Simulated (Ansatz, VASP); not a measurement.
# Ti (Ti(0001)) in two plane-wave programs

Wanted: the spread between two codes on one cell, functional and k mesh.

Program: Ansatz 0.2.0. Level of theory: plane waves, with VASP 6.6.1 beside it; single point at PBEsol. Results are calculated unless marked as measured.

In doubt: too few empty bands were carried, so the values of those runs are not to be relied on.

### Step 1. Set-up

The cell holds 8 atoms: 8 Ti. Its edges and angles: a = 2.892 Å, b = 2.892 Å, c = 30.987 Å, α = 90.0°, β = 90.0°, γ = 60.0°. It derives from Ti. As first built, before any earlier steps moved the atoms: 8 layers of hcp Ti, cut at this functional's lattice. Vacuum lies along c.

### Step 2. Ansatz: single point, PBEsol

Ansatz runs on its default PAW (the set named soft_2) files.

With cell and atoms fixed, the geometry can't cause a difference; cores, projectors, grids and the points listed under the comparison can.

The input, input.yaml:

```yaml
crystal:
  lattice:
    - [2.8915114989, 0.0, 0.0]
    - [1.4457557494, 2.5041224134, 0.0]
    - [0.0, 0.0, 30.9874539436]
  atoms:
    - { symbol: Ti, position: [0.66666667, 0.66666667, 0.2446873218] }
    - { symbol: Ti, position: [0.0, 0.0, 0.313226727] }
    - { symbol: Ti, position: [0.66666667, 0.66666667, 0.3893298428] }
    - { symbol: Ti, position: [0.0, 0.0, 0.4630496892] }
    - { symbol: Ti, position: [0.66666667, 0.66666667, 0.5369503108] }
    - { symbol: Ti, position: [0.0, 0.0, 0.6106701572] }
    - { symbol: Ti, position: [0.66666667, 0.66666667, 0.686773273] }
    - { symbol: Ti, position: [0.0, 0.0, 0.7553126782] }
hamiltonian:
  xc: pbesol
  pseudopotentials: { kind: paw }
kpoints:
  mp_grid: { grid: [12, 12, 1] }
scf:
  occupations: { method: methfessel_paxton, width: 0.15 }
  n_extra_bands: 6
efield:
  axis: 3
  dipole_correction: true
  ramp_width: 0.04
output:
  forces: true
  eigenvalues: true
```

Command:

```console
$ ansatz run input.yaml --threads 4 --pin off --max-ram 9216MiB --backend cpu --events-out ev --progress --plain --runs-dir out
```

Numbers of over 12 decimals in the logs are rounded to 6 here.

The program printed:

```text
scf.n_extra_bands = 6 over 48 filled bands (N_el = 96.0): the run solves 54 bands
Engine: ansatz 0.2.0, aarch64-unknown-linux-gnu
Pseudopotentials: kind: paw
Pseudopotential: Ti, paw, valence charge 12, recommended cutoff 420 eV (normal), Ti.paw.azcp
Functional definition: PBEsol
  exchange = pbesol_x
  correlation = pbesol_c
Crystal: 8 atoms, lattice volume = 224.371 Å³
Basis set: ecut = 420 eV, 4411 PW (Γ), exchange–correlation on 40×40×432 points (8 copies of the dense FFT grid, shifted against one another)
Bands: 54, of which v1, the nominal top of the filled ones, is band 48 counted from 1 (47 counted from 0)
Symmetry: 6 space group operations
k-points: 19 of 144 (time reversal used)
Non-local potential: Ti, projectors of the file, l = 0: 3, l = 1: 2, l = 2: 3, l = 3: 1
PAW form: soft (Blöchl's): semilocal exchange-correlation on the pseudo side does not see the compensation charge
PAW frozen core: Ti, regenerated for the run's functional, and the local potential with it (the file was generated under x = pbe(κ = 0.804, μ = 0.219515), c = pbe(β = 0.066725))
PAW one-centre angular grid: Ti, 590 points (default); XC on 64 Gauss nodes
Initial density: superposition of atomic densities (neutral atoms: chi_scale 0, normalization atom), corrected by the library's trained network
Initial wavefunctions: pseudopotential atomic-orbital guess
Functional: x = pbesol(κ = 0.804, μ = 0.123457), c = pbesol(β = 0.046)
SCF iter   1: F=—  HF=-19789.259364 eV  |F-HF|=—  |Δ(HF+E_count)|=         —  Δρ=1.08e-2  dr2=6.51e0  ethr=1.77e-3  p=0.000 e·Å  D=2.80e-13 V/Å  ΔV_dip=-0.00 eV  dr2_dipole=7.21e-6  V_vac-E_F(+/−)=4.32/4.32 eV  ⟨swp⟩=9.5  Hψ=4951  notcnv=0
efield: sawtooth ramp at fractional position 0.9800 (placed from the atoms, in the widest stretch of the axis that holds none; the zero of the levels goes with the place), width 0.0400; the density the first Hamiltonian is built on has a dipole p = 0.000 e·Å; the dipole correction subtracts the counter field D = 2.80e-13 V/Å, which shifts the + side's vacuum level by -0.00 eV against the − side's; the planar-averaged density in the ramp window peaks in size at 1.5e-4 e/Å³
preconditioner: auto → LDOS  [metal: Δε(μ)=0.034 eV  Ē_g=2.173 eV  σ=0.150 eV  W_gap=0.19  n_scr=22 (ndim 8)  ℏωp=14.0 eV  f_vac=0.369  D(μ)=12.43/eV (n_scr^D=144)  β→1.0]
SCF iter   2: F=—  HF=-19789.198694 eV  |F-HF|=—  |Δ(HF+E_count)|=   6.07e-2  S|Δr|=    0.00e0  Δρ=3.39e-3  dr2=2.32e-2  ethr=1.77e-3  p=0.000 e·Å  D=1.72e-5 V/Å  ΔV_dip=-0.00 eV  dr2_dipole=4.64e-5  V_vac-E_F(+/−)=4.53/4.53 eV  ⟨swp⟩=2.2  Hψ=1293  notcnv=0
SCF iter   3: F=—  HF=-19789.197620 eV  |F-HF|=—  |Δ(HF+E_count)|=   1.07e-3  S|Δr|=    0.00e0  Δρ=1.08e-3  dr2=6.10e-3  ethr=2.41e-5  p=0.000 e·Å  D=1.57e-5 V/Å  ΔV_dip=-0.00 eV  dr2_dipole=1.29e-5  V_vac-E_F(+/−)=4.53/4.53 eV  ⟨swp⟩=3.4  Hψ=2173  notcnv=0
SCF iter   4: F=—  HF=-19789.197122 eV  |F-HF|=—  |Δ(HF+E_count)|=   4.98e-4  S|Δr|=    0.00e0  Δρ=2.45e-4  dr2=2.12e-4  ethr=6.35e-6  p=0.000 e·Å  D=8.70e-6 V/Å  ΔV_dip=-0.00 eV  dr2_dipole=4.27e-8  V_vac-E_F(+/−)=4.53/4.53 eV  ⟨swp⟩=2.5  Hψ=1484  notcnv=0
SCF iter   5: F=—  HF=-19789.197132 eV  |F-HF|=—  |Δ(HF+E_count)|=   9.64e-6  S|Δr|=    0.00e0  Δρ=1.11e-4  dr2=3.86e-5  ethr=2.21e-7  p=0.000 e·Å  D=1.16e-5 V/Å  ΔV_dip=-0.00 eV  dr2_dipole=4.18e-8  V_vac-E_F(+/−)=4.54/4.54 eV  ⟨swp⟩=2.9  Hψ=1843  notcnv=0
SCF iter   6: F=—  HF=-19789.197243 eV  |F-HF|=—  |Δ(HF+E_count)|=   1.11e-4  S|Δr|=    0.00e0  Δρ=5.11e-5  dr2=1.56e-5  ethr=4.02e-8  p=0.000 e·Å  D=6.14e-6 V/Å  ΔV_dip=-0.00 eV  dr2_dipole=2.26e-8  V_vac-E_F(+/−)=4.54/4.54 eV  ⟨swp⟩=2.4  Hψ=1722  notcnv=0
SCF iter   7: F=—  HF=-19789.197244 eV  |F-HF|=—  |Δ(HF+E_count)|=   5.14e-7  S|Δr|=    0.00e0  Δρ=1.37e-5  dr2=3.73e-7  ethr=1.63e-8  p=0.000 e·Å  D=4.97e-6 V/Å  ΔV_dip=-0.00 eV  dr2_dipole=2.26e-9  V_vac-E_F(+/−)=4.54/4.54 eV  ⟨swp⟩=2.1  Hψ=1372  notcnv=0
SCF iter   8: F=-19789.197244 eV  HF=-19789.197244 eV  |F-HF|=1.66e-8  |Δ(HF+E_count)|=   4.93e-7  S|Δr|=    0.00e0  Δρ=5.04e-6  dr2=8.37e-8  ethr=1.04e-10  p=0.000 e·Å  D=2.56e-6 V/Å  ΔV_dip=-0.00 eV  dr2_dipole=5.70e-9  V_vac-E_F(+/−)=4.54/4.54 eV  ⟨swp⟩=11.5  Hψ=4842  notcnv=0
WARN: the bands leave out some 3.533e-3 electrons a cell, over the threshold 1e-3 (by scf.eigensolver.empty_state_threshold): the first level above them, at 6.6725 eV, would hold -3.739e-2 of 2 at k-index 18, k = (0.3333, -0.3333, 0.0000) — raise scf.n_extra_bands (try 60 bands in all)
SCF 1 converged in 8 iterations: F = -19789.197244 eV  dr2 = 8.37e-8
  greatest PAW one-centre occupation: 0.999 electrons in one spin orbital (limit 2), on the Ti atom at site 3 (counted from 0), in its partial waves of l = 0
SCF converged after 8 iterations
Stability not checked: this state was not tested for a lower state beside it, because cold or Methfessel-Paxton smearing, or corrected tetrahedra, fill the levels in a way that the test cannot read (fill_not_monotonic; see scf.lower_state_search)
Free energy (F): -19789.197244 eV
Harris-Foulkes:  -19789.197244 eV  (|F-HF|=1.66e-8)
Internal energy: -19789.197254 eV  (E = F + TS)
E sigma→0 (E₀):  -19789.197247 eV
Entropy (-TS):   0.000010 eV (0.001 meV/atom)
Fermi energy:    6.530518 eV
Dipole field:    D = 0.000098 V/Å  (p = 0.000122 e·Å, saw-weighted, corrected)
Work function:   Φ+ = 4.5376 eV   Φ− = 4.5406 eV
Levels:          The Fermi level and band energies are counted from a zero that moves with the ramp; work functions are not
--- Per-component energies (eV) ---
  E_band       = -1902.077892
  E_kinetic    = 2185.194263
  E_local      = -108508.770156  (includes V_loc(G=0)·N_el)
  E_nonlocal   = 77.569529
  E_hartree    = 53341.781600
  E_xc         = -773.973864
  E_vxc        = -972.544567  (∫ρ·V_xc dr)
  E_paw        = -8181.749519  (= ΣΔE_a)
  E_vpaw       = -1367.115700  (= ΣTr[D̂ρ^β])
  E_aug_tail   = 0.000842  (compensation charges beyond the density's cutoff)
  E_efield     = 0.000000  (sawtooth field / dipole correction)
  E_vefield    = 0.000000  (∫n·V_field dr)
  E_ewald      = 42069.634976
  E_core_change = 1.115074  (= ΣΔE_core)
  E_smearing   = 0.000010  (= −TS)
  E_closure    = 0.000000  (closes the sum)
  Σ components = -19789.197244   (vs F -19789.197244, Δ=0.00e0)
--- Forces (eV/Å), atoms counted from 1 ---
  atom   1  Ti    -0.00000000    -0.00000000    -0.08198626
  atom   2  Ti     0.00000000     0.00000000     0.06368363
  atom   3  Ti    -0.00000000    -0.00000000    -0.01029132
  atom   4  Ti     0.00000000     0.00000000    -0.00569829
  atom   5  Ti    -0.00000000    -0.00000000     0.00571886
  atom   6  Ti     0.00000000     0.00000000     0.01019093
  atom   7  Ti    -0.00000000    -0.00000000    -0.06361628
  atom   8  Ti     0.00000000     0.00000000     0.08196990
  max |Σ_I F_I| component: 2.88e-5 eV/Å
--- Band table (eV; the first three rows and the last of 19) ---
  k-point 0: bands = [... 44 lower, 6.9948, 7.1085, 7.1419, 7.1419, 7.1653, 7.1653, 7.1996, 7.1996, ... 2 higher]
  k-point 1: bands = [... 44 lower, 6.7630, 6.8352, 6.9752, 7.0377, 7.0543, 7.1845, 7.2407, 7.2543, ... 2 higher]
  k-point 2: bands = [... 44 lower, 6.3075, 6.4814, 6.5436, 6.6928, 6.7629, 6.9664, 7.0991, 7.1895, ... 2 higher]
  k-point 18: bands = [... 44 lower, 5.3094, 5.7135, 5.7135, 6.3817, 6.3817, 6.5231, 6.5231, 6.6489, ... 2 higher]
```

It took 8.5 s on 4 threads of Arm Neoverse V1, shared host; peak memory 0.64 GiB; 33 s of CPU time.

Reading the cycles: dr2 is the Hartree energy of the density residual (eV), the measure of convergence; HF is the Harris–Foulkes estimate of the energy, which meets the free energy F at convergence.

### Step 3. VASP: single point, PBEsol

The same cell, functional, mesh and smearing now go to VASP, with its own data sets and cutoff.

Lines of VASP's logs that name or quote its potential files are left out, and so is its time.

The input, INCAR:

```
SYSTEM = Ti
PREC = Normal
ENCUT = 320
EDIFF = 1E-06
NELM = 120
ISMEAR = 1
SIGMA = 0.15
LREAL = .FALSE.
ALGO = Fast
GGA = PS
NBANDS = 24
LASPH = .TRUE.
LORBIT = 11
LWAVE = .FALSE.
LCHARG = .TRUE.
KPAR = 4
IDIPOL = 3
LDIPOL = .TRUE.
DIPOL = 0.5 0.5 0.5
LVHAR = .TRUE.
LVACPOTAV = .TRUE.
NEDOS = 1500
```

The input, POSCAR:

```
Ti
1.0
    2.8915114989      0.0000000000      0.0000000000
    1.4457557494      2.5041224134      0.0000000000
    0.0000000000      0.0000000000     30.9874539436
Ti
8
Direct
    0.6666666700      0.6666666700      0.2446873218
    0.0000000000      0.0000000000      0.3132267270
    0.6666666700      0.6666666700      0.3893298428
    0.0000000000      0.0000000000      0.4630496892
    0.6666666700      0.6666666700      0.5369503108
    0.0000000000      0.0000000000      0.6106701572
    0.6666666700      0.6666666700      0.6867732730
    0.0000000000      0.0000000000      0.7553126782
```

The input, KPOINTS:

```
Automatic mesh
0
Gamma
12 12 1
0 0 0
```

Potentials, in the order of the species: Ti (PBE family, release 64).

Command:

```console
$ mpirun -np 4 vasp_std
```

The program printed:

```text
[banner, memory and clock lines left out]
running    4 mpi-ranks, on    1 nodes
 distrk:  each k-point on    1 cores,    4 groups
 distr:  one band on    1 cores,    1 groups

 POSCAR found type information on POSCAR Ti
 POSCAR found :  1 types and       8 ions
|                                                                             |
|               ----> ADVICE to this user running VASP <----                  |
|                                                                             |
|     You enforced a specific xc type in the INCAR file but a different       |
|     [... a line on the potential file left out ...]
|     I HOPE YOU KNOW WHAT YOU ARE DOING!                                     |
|                                                                             |

 LDA part: xc-table for (Slater+PW92), standard interpolation
 POSCAR, INCAR and KPOINTS ok, starting setup
 FFT: planning ... GRIDC
 FFT: planning ... GRID_SOFT
 FFT: planning ... GRID
 WAVECAR not read
 entering main loop
       N       E                     dE             d eps       ncg     rms          rms(c)
DAV:   1     0.110479782786E+03    0.11048E+03   -0.78804E+03   912   0.746E+02
DAV:   2    -0.576361763093E+02   -0.16812E+03   -0.15720E+03  1016   0.197E+02
DAV:   3    -0.741540282561E+02   -0.16518E+02   -0.15458E+02  1304   0.619E+01
DAV:   4    -0.750827633491E+02   -0.92874E+00   -0.90021E+00  1416   0.155E+01
DAV:   5    -0.751169058159E+02   -0.34142E-01   -0.33896E-01  1384   0.269E+00    0.340E+01
RMM:   6    -0.101601198539E+03   -0.26484E+02   -0.81940E+01  1613   0.723E+01    0.219E+01
RMM:   7    -0.117735156498E+03   -0.16134E+02   -0.11389E+02  1503   0.701E+01    0.225E+01
RMM:   8    -0.729665087490E+02    0.44769E+02   -0.24201E+01  1131   0.270E+01    0.171E+01
RMM:   9    -0.679088530545E+02    0.50577E+01   -0.11854E+01  1425   0.112E+01    0.127E+01
RMM:  10    -0.676115939991E+02    0.29726E+00   -0.65594E+00  1337   0.989E+00    0.124E+01
RMM:  11    -0.672972755034E+02    0.31432E+00   -0.14531E+01  1450   0.176E+01    0.987E+00
RMM:  12    -0.655923234683E+02    0.17050E+01   -0.27587E+00  1328   0.655E+00    0.773E+00
RMM:  13    -0.646794059186E+02    0.91292E+00   -0.21692E+00  1416   0.401E+00    0.497E+00
RMM:  14    -0.646846875153E+02   -0.52816E-02   -0.46662E-01  1328   0.232E+00    0.486E+00
[...]
RMM:  34    -0.642598124957E+02   -0.27341E-04   -0.25000E-04   827   0.479E-03    0.133E-03
RMM:  35    -0.642598075048E+02    0.49909E-05    0.54971E-05   799   0.442E-03    0.635E-04
RMM:  36    -0.642598292699E+02   -0.21765E-04   -0.21611E-04   625   0.316E-03    0.411E-04
RMM:  37    -0.642598263023E+02    0.29676E-05    0.30100E-05   566   0.291E-03    0.467E-04
RMM:  38    -0.642598452239E+02   -0.18922E-04   -0.18880E-04   569   0.294E-03    0.494E-04
RMM:  39    -0.642598437709E+02    0.14530E-05    0.15429E-05   633   0.312E-03    0.541E-04
RMM:  40    -0.642598605598E+02   -0.16789E-04   -0.16767E-04   510   0.288E-03    0.575E-04
RMM:  41    -0.642598602632E+02    0.29662E-06    0.32090E-06   523   0.288E-03
|                                                                             |
|           W    W    AA    RRRRR   N    N  II  N    N   GGGG   !!!           |
|           W    W   A  A   R    R  NN   N  II  NN   N  G    G  !!!           |
|           W    W  A    A  R    R  N N  N  II  N N  N  G       !!!           |
|           W WW W  AAAAAA  RRRRR   N  N N  II  N  N N  G  GGG   !            |
|           WW  WW  A    A  R   R   N   NN  II  N   NN  G    G                |
|           W    W  A    A  R    R  N    N  II  N    N   GGGG   !!!           |
|                                                                             |
|     Did not find any points to average over, which means that no vacuum     |
|     field-free region was found. Please increase the size of  your cell     |
|     in the dimension of the dipole correction to obtain accurate            |
|     workfunction values.                                                    |
|                                                                             |

   1 F= -.64259860E+02 E0= -.64261040E+02  d E =0.354064E-02
```

(Continued in part 2 of 2.)

[Lines on the potential files, build, host, timing and source positions are cut from VASP's logs without a mark.]

[Logs are printed without paths, hosts, clocks, repeated set-up lines and the standing remarks that a program may print on its own settings, such as how far it seeks lower states.]

[Hosts, paths, dates, database ids (printed as entryN), source tags and the programs' standing remarks are cut or masked in the printed files.]
